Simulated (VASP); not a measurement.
```
CELL_PARAMETERS angstrom
      1.59804    -2.76789     0.00000
      1.59804     2.76789     0.00000
      0.00000     0.00000     5.16549
ATOMIC_POSITIONS crystal
  Zn 0.66667 0.33333 0.50180
  Zn 0.33333 0.66667 0.00180
  O  0.66667 0.33333 0.88020
  O  0.33333 0.66667 0.38020
```

These are LDA (Ceperley-Alder, Perdew-Zunger), VASP's LDA PAW potentials (set 64) (plane waves; VASP) values and carry that method's errors. Numerical set-up: 650 eV cut-off, 7×7×4 Γ-centred mesh, Gaussian smearing of 0.050 eV, potentials Zn O.

### Question
Give the elastic stiffness tensor with the ions relaxed (GPa, in the frame of the cell).

### Answer

```json
[
 {"": "xx", "xx": "222", "yy": "139", "zz": "124", "yz": "0.0", "xz": "0.0", "xy": "0.0"},
 {"": "yy", "xx": "139", "yy": "222", "zz": "124", "yz": "0.0", "xz": "0.0", "xy": "0.0"},
 {"": "zz", "xx": "124", "yy": "124", "zz": "239", "yz": "0.0", "xz": "0.0", "xy": "0.0"},
 {"": "yz", "xx": "0.0", "yy": "0.0", "zz": "0.0", "yz": "38.2", "xz": "0.0", "xy": "0.0"},
 {"": "xz", "xx": "0.0", "yy": "0.0", "zz": "0.0", "yz": "0.0", "xz": "38.2", "xy": "0.0"},
 {"": "xy", "xx": "0.0", "yy": "0.0", "zz": "0.0", "yz": "0.0", "xz": "0.0", "xy": "41.4"}
]
```

### Question
Estimate the Hill bulk modulus, Hill shear modulus, Young's modulus, Poisson's ratio.

### Answer

The Hill bulk modulus is 162 GPa. The Hill shear modulus is 42.8 GPa and the Young's modulus is 118 GPa. The Poisson's ratio is 0.378.

Measured: C11 207 GPa (computed value off by +7.1 %), C12 118 GPa (computed value off by +18.0 %), C13 106 GPa (computed value off by +16.4 %), C33 210 GPa (computed value off by +14.0 %), C44 44.8 GPa (computed value off by -14.7 %), as given by Oses et al., (2018), arXiv:1811.08464. The calculation is for a static lattice, while the measured C11, C12, C13, C33, C44 hold thermal and zero-point effects, which are part of the difference.

The compound is ZnO in the wurtzite structure. It was relaxed first.
